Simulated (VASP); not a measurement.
Calculation: PBEsol GGA, VASP's PBE PAW potentials (set 64) (plane waves; VASP 6.6.1).

The input files of a VASP run:

### POSCAR
```
Ag
1
    0.0000000000     1.9466714172     1.9466714172
    1.9466714172    -0.0000000000     1.9466714172
    1.9466714172     1.9466714172     0.0000000000
Ag
1
Direct
  0.0000000000   0.0000000000   0.0000000000
```

### KPOINTS
```
kpoints
0
G
 16 16 16
0 0 0
```

### INCAR
```
SYSTEM=Ag
PREC=Accurate; ENCUT=500; LREAL=.FALSE.
LASPH=.TRUE.
EDIFF=1E-6; NELM=100; ALGO=Normal
LMAXMIX=4
ISMEAR=1; SIGMA=0.1
GGA=PS
IBRION=2; NSW=40; ISIF=3
EDIFFG=-0.02; PSTRESS=200
LWAVE=.FALSE.; LCHARG=.FALSE.
```

POTCAR, in this order: Ag (PBE.64 set). Program: vasp_std.

The resulting files:

**OSZICAR**
```
       N       E                     dE             d eps       ncg     rms          rms(c)
DAV:   1     0.428263397354E+02    0.42826E+02   -0.56974E+03  2690   0.109E+03
DAV:   2    -0.321169893777E+01   -0.46038E+02   -0.43711E+02  2699   0.208E+02
DAV:   3    -0.359375886307E+01   -0.38206E+00   -0.38172E+00  3026   0.227E+01
DAV:   4    -0.359448506537E+01   -0.72620E-03   -0.72619E-03  2929   0.932E-01
DAV:   5    -0.359448919632E+01   -0.41310E-05   -0.41298E-05  2942   0.645E-02    0.825E+00
DAV:   6    -0.323207471412E+01    0.36241E+00   -0.15045E+00  2658   0.137E+01    0.470E+00
DAV:   7    -0.321228705327E+01    0.19788E-01   -0.33377E-02  2816   0.197E+00    0.242E+00
DAV:   8    -0.320671512620E+01    0.55719E-02   -0.10496E-03  2670   0.355E-01    0.140E-01
DAV:   9    -0.320672381420E+01   -0.86880E-05   -0.99490E-06  2987   0.325E-02    0.107E-02
DAV:  10    -0.320672760630E+01   -0.37921E-05   -0.22975E-06  2822   0.144E-02    0.716E-03
DAV:  11    -0.320672739036E+01    0.21594E-06   -0.12057E-07  1369   0.405E-03
   1 F= -.13649914E+01 E0= -.13649228E+01  d E =-.136499E+01
```

OUTCAR:
```
------------------------ aborting loop because EDIFF is reached ----------------------------------------
  FORCE on cell =-STRESS in cart. coord.  units (eV):
  Direction    XX          YY          ZZ          XY          YZ          ZX
  --------------------------------------------------------------------------------------
  Total        1.8427307      1.8427307      1.8427307      0.0000000      0.0000000     -0.0000000
  in kB      200.1080200    200.1080200    200.1080200      0.0000000      0.0000000     -0.0000000
  external PRESSURE =       0.1080200 kB  Pullay stress =     200.0000000 kB
  volume of cell :       14.75
      direct lattice vectors                 reciprocal lattice vectors
     0.000000000  1.946671417  1.946671417    -0.256848688  0.256848688  0.256848688
     1.946671417  0.000000000  1.946671417     0.256848688 -0.256848688  0.256848688
     1.946671417  1.946671417  0.000000000     0.256848688  0.256848688 -0.256848688
 POSITION                                       TOTAL-FORCE (eV/Angst)
 -----------------------------------------------------------------------------------
      0.00000      0.00000      0.00000         0.000000      0.000000      0.000000
 -----------------------------------------------------------------------------------
    total drift:                               -0.000000     -0.000000     -0.000000
  FREE ENERGIE OF THE ION-ELECTRON SYSTEM (eV)
  ---------------------------------------------------
  free  energy   TOTEN  =        -3.2067273904 eV

  energy  without entropy=       -3.2065213889  energy(sigma->0) =       -3.20665872
  enthalpy is  TOTEN    =        -1.3649914398 eV   P V=        1.8417359506

 reached required accuracy - stopping structural energy minimisation
```
(Selected blocks of OUTCAR.)

The compound is Ag in the fcc structure. It was relaxed first under an external pressure of 20 GPa.
